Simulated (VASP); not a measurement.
```
MgO
1.0
    0.00000     2.10500     2.10500
    2.10500     0.00000     2.10500
    2.10500     2.10500     0.00000
Mg O
1 1
Direct
  0.00000   0.00000   0.00000
  0.50000   0.50000   0.50000
```

The numbers are results of G0W0 on PBE orbitals, VASP's PBE PAW potentials (set 64) (plane waves; VASP 6.6.1), not measurements. Settings: PREC = Normal, 500 eV cut-off, 6×6×6 Γ-centred mesh, Gaussian smearing of 0.010 eV, potentials Mg_sv_GW O_GW_new.

The mesh is coarse and the basis finite, so the quasiparticle values are not converged.

NBANDS = 128, ENCUTGW = 180 eV, NOMEGA = 64. The PBE levels (eV) that the step starts from are:

| state | KS energy | filling |
|---|---|---|
| k1 (0.00, 0.00, 0.00), band 5 | -12.85 | 2 |
| k1 (0.00, 0.00, 0.00), band 6 | 4.40 | 2 |
| k1 (0.00, 0.00, 0.00), band 7 | 4.40 | 2 |
| k1 (0.00, 0.00, 0.00), band 8 | 4.40 | 2 |
| k1 (0.00, 0.00, 0.00), band 9 | 9.15 | 0 |
| k1 (0.00, 0.00, 0.00), band 10 | 20.22 | 0 |
| k1 (0.00, 0.00, 0.00), band 11 | 20.22 | 0 |
| k1 (0.00, 0.00, 0.00), band 12 | 20.22 | 0 |
| k7 (0.50, 0.17, 0.00), band 5 | -11.49 | 2 |
| k7 (0.50, 0.17, 0.00), band 6 | 0.24 | 2 |
| k7 (0.50, 0.17, 0.00), band 7 | 2.97 | 2 |
| k7 (0.50, 0.17, 0.00), band 8 | 3.56 | 2 |
| k7 (0.50, 0.17, 0.00), band 9 | 13.41 | 0 |
| k7 (0.50, 0.17, 0.00), band 10 | 16.62 | 0 |
| k7 (0.50, 0.17, 0.00), band 11 | 18.69 | 0 |
| k7 (0.50, 0.17, 0.00), band 12 | 21.44 | 0 |
| k10 (0.33, 0.33, 0.00), band 5 | -11.70 | 2 |
| k10 (0.33, 0.33, 0.00), band 6 | 0.97 | 2 |
| k10 (0.33, 0.33, 0.00), band 7 | 3.35 | 2 |
| k10 (0.33, 0.33, 0.00), band 8 | 3.35 | 2 |
| k10 (0.33, 0.33, 0.00), band 9 | 13.72 | 0 |
| k10 (0.33, 0.33, 0.00), band 10 | 14.44 | 0 |
| k10 (0.33, 0.33, 0.00), band 11 | 18.32 | 0 |
| k10 (0.33, 0.33, 0.00), band 12 | 22.67 | 0 |

### Question
Give the quasiparticle energies and renormalisation factors Z.

### Answer

```csv
state,QP energy (eV),Z
"k1 (0.00, 0.00, 0.00), band 5",-15.34,0.74
"k1 (0.00, 0.00, 0.00), band 6",2.90,0.78
"k1 (0.00, 0.00, 0.00), band 7",2.90,0.78
"k1 (0.00, 0.00, 0.00), band 8",2.90,0.78
"k1 (0.00, 0.00, 0.00), band 9",10.18,0.84
"k1 (0.00, 0.00, 0.00), band 10",21.27,0.84
"k1 (0.00, 0.00, 0.00), band 11",21.27,0.84
"k1 (0.00, 0.00, 0.00), band 12",21.27,0.84
"k7 (0.50, 0.17, 0.00), band 5",-13.92,0.74
"k7 (0.50, 0.17, 0.00), band 6",-1.77,0.77
"k7 (0.50, 0.17, 0.00), band 7",1.25,0.78
"k7 (0.50, 0.17, 0.00), band 8",1.91,0.78
"k7 (0.50, 0.17, 0.00), band 9",14.55,0.83
"k7 (0.50, 0.17, 0.00), band 10",18.20,0.80
"k7 (0.50, 0.17, 0.00), band 11",19.98,0.84
"k7 (0.50, 0.17, 0.00), band 12",22.85,0.83
"k10 (0.33, 0.33, 0.00), band 5",-14.12,0.74
"k10 (0.33, 0.33, 0.00), band 6",-0.95,0.78
"k10 (0.33, 0.33, 0.00), band 7",1.67,0.78
"k10 (0.33, 0.33, 0.00), band 8",1.67,0.78
"k10 (0.33, 0.33, 0.00), band 9",15.10,0.82
"k10 (0.33, 0.33, 0.00), band 10",15.27,0.85
"k10 (0.33, 0.33, 0.00), band 11",19.72,0.82
"k10 (0.33, 0.33, 0.00), band 12",24.17,0.81
```
On the mesh the gap opens from 4.75 to 7.29 eV.

The compound is MgO in the rock salt structure. The cell was not relaxed at this level. The k-mesh is coarse (spacing up to 0.43 per Å, 2π included), so the numbers may not be converged in it.
